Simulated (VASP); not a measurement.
Consider the following.

```
CELL_PARAMETERS angstrom
      0.00000     3.38000     3.38000
      3.38000     0.00000     3.38000
      3.38000     3.38000     0.00000
ATOMIC_POSITIONS crystal
  Mg 0.25000 0.25000 0.25000
  Mg 0.75000 0.75000 0.75000
  Sn 0.00000 0.00000 0.00000
```

All values below come from PBE GGA, VASP's PBE PAW potentials (set 64) (plane waves; VASP). Settings: 400 eV cut-off, 6×6×6 Γ-centred mesh, Fermi-Dirac smearing of 0.50 eV, potentials Mg Sn_d.

Unless said otherwise, spin-orbit coupling is left out, though it shifts the bands of the heavy elements here.

Question: Estimate the energy per atom (σ→0), pressure, band gap (on the k-mesh) with the smallest direct gap where there is one.

Answer: 
```
Quantity                                                    Result
------------------------  ----------------------------------------
band gap (on the k-mesh)  none (metal, semimetal or under 0.01 eV)
energy per atom (σ→0)                               -2.442 eV/atom
pressure                                                  1.85 GPa
```

Total energies compare only between runs with the same potentials, cut-off and functional.

The compound is Mg2Sn in the antifluorite structure. The cell was not relaxed at this level. The run is one of a series of settings (ISMEAR = -1, SIGMA = 0.5 against the base run), some of them coarse on purpose. VASP warned that the highest band is occupied, so more bands are needed.
